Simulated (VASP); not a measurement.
An input for Ansatz (written as the equivalent of a VASP run, and not itself run):

Ansatz 0.2 input:
```yaml
crystal:
  lattice:
    - [1.5238910, 0.8798190, 2.8258700]
    - [-1.5238910, 0.8798190, 2.8258700]
    - [0.0000000, -1.7596380, 2.8258700]
  atoms:
    - { symbol: Cl, position: [0.2275400, 0.2275400, 0.2275400] }
    - { symbol: Cl, position: [0.7724600, 0.7724600, 0.7724600] }
kpoints:
  mp_grid: { grid: [9, 9, 9] }
hamiltonian:
  xc: pbesol
  pseudopotentials: { kind: paw }
scf:
  occupations: { method: gaussian, width: 0.05 }
  max_iter: 100
relax:
  max_steps: 60
  f_tol: 0.01
  cell: {}
output: { forces: true, stress: true, eigenvalues: true }
```

Question: Write the VASP files for the same calculation (PBEsol).

Answer: This is not unique; one that fits is 
**KPOINTS**
```
Automatic mesh
0
Gamma
9 9 9
0 0 0
```

POSCAR:
```
Cl
1.0
  1.5238910000   0.8798190000   2.8258700000
 -1.5238910000   0.8798190000   2.8258700000
  0.0000000000  -1.7596380000   2.8258700000
Cl
2
Cartesian
  0.0000000000  -0.0000000000   1.9289953794
 -0.0000000000  -0.0000000000   6.5486146206
```

### INCAR
```
! general
SYSTEM=Cl
PREC  =Accurate
ENCUT =400
LREAL =F
LASPH =T

! electronic loop
EDIFF =1E-6
NELM  =100
ALGO  =Normal

! smearing
ISMEAR=0
SIGMA =0.05

! functional
GGA   =PS

! ions
IBRION=2
NSW   =60
ISIF  =3
EDIFFG=-0.01

! output
LWAVE =F
LCHARG=F
```

POTCAR, in this order: Cl (PBE.64 set). Program: vasp_std.

Limits of the translation: each code has its own PAW files, so the cut-off isn't converted (ENCUT is set for VASP's; basis.ecutwfc is left out, and Ansatz then takes the one that its files recommend); Ansatz stops its SCF on the density residual and VASP on the energy change (EDIFF).

The structure was generated: Cl was put into the A7 type (R-3m), which need not be its known phase. This run relaxes it. Symmetry was kept, so distortions that lower it aren't found.
